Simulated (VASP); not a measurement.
These are optB88-vdW, VASP's PBE PAW potentials (set 64) (plane waves; VASP 6.6.1) values and carry that method's errors.

A VASP calculation is set up with these files.

### INCAR
```
! general
SYSTEM  =HfN
PREC    =Accurate
ENCUT   =520
LREAL   =F
LASPH   =T

! electronic loop
EDIFF   =1E-7
NELM    =100
ALGO    =Normal
LMAXMIX =6

! smearing
ISMEAR  =1
SIGMA   =0.1

! functional
GGA     =BO
LUSE_VDW=T
AGGAC   =0.0
PARAM1  =0.1833333333
PARAM2  =0.22

! ions
ISIF    =2

! output
LWAVE   =F
LCHARG  =F
```

### KPOINTS
```
Automatic mesh
0
Gamma
14 14 14
0 0 0
```

### POSCAR
```
HfN
2.2437720
  0.0000000000   0.9999998216   0.9999998216
  0.9999998216   0.0000000000   0.9999998216
  0.9999998216   0.9999998216   0.0000000000
Hf N
1 1
Cart
  0.0000000000   0.0000000000   0.0000000000
  0.9999998216   0.9999998216   0.9999998216
```

POTCAR, in this order: Hf_pv N (PBE.64 set). Program: vasp_std.

Unless said otherwise, spin-orbit coupling is left out, though it shifts the bands of the heavy elements here.

Q: Predict the energy per atom (σ→0), pressure, band gap (on the k-mesh).

A: 
The energy per atom (σ→0) is -9.000 eV/atom. The band gap (on the k-mesh) comes out as none (metal, semimetal or under 0.01 eV) and the pressure comes out as 8.98 GPa.

### OSZICAR
```
...
DAV:   8    -0.180140790698E+02    0.68193E-02   -0.15839E-01  2703   0.368E+00    0.770E+00
DAV:   9    -0.180002499628E+02    0.13829E-01   -0.78418E-02  2694   0.192E+00    0.154E+00
DAV:  10    -0.179999968959E+02    0.25307E-03   -0.24638E-03  2628   0.433E-01    0.503E-01
DAV:  11    -0.179999865222E+02    0.10374E-04   -0.47957E-04  2719   0.182E-01    0.734E-02
DAV:  12    -0.179999828329E+02    0.36892E-05   -0.24498E-05  2759   0.483E-02    0.598E-02
DAV:  13    -0.179999824286E+02    0.40436E-06   -0.14541E-06  2781   0.127E-02    0.302E-03
DAV:  14    -0.179999823806E+02    0.47941E-07   -0.15711E-07  2099   0.321E-03
   1 F= -.17999982E+02 E0= -.17999819E+02  d E =-.490152E-03
```

The compound is HfN in the rock salt structure. This cell is one point of a volume scan, at 0.97 of the reference volume. The electron count is odd and the run is not spin-polarised, which forces a metal.
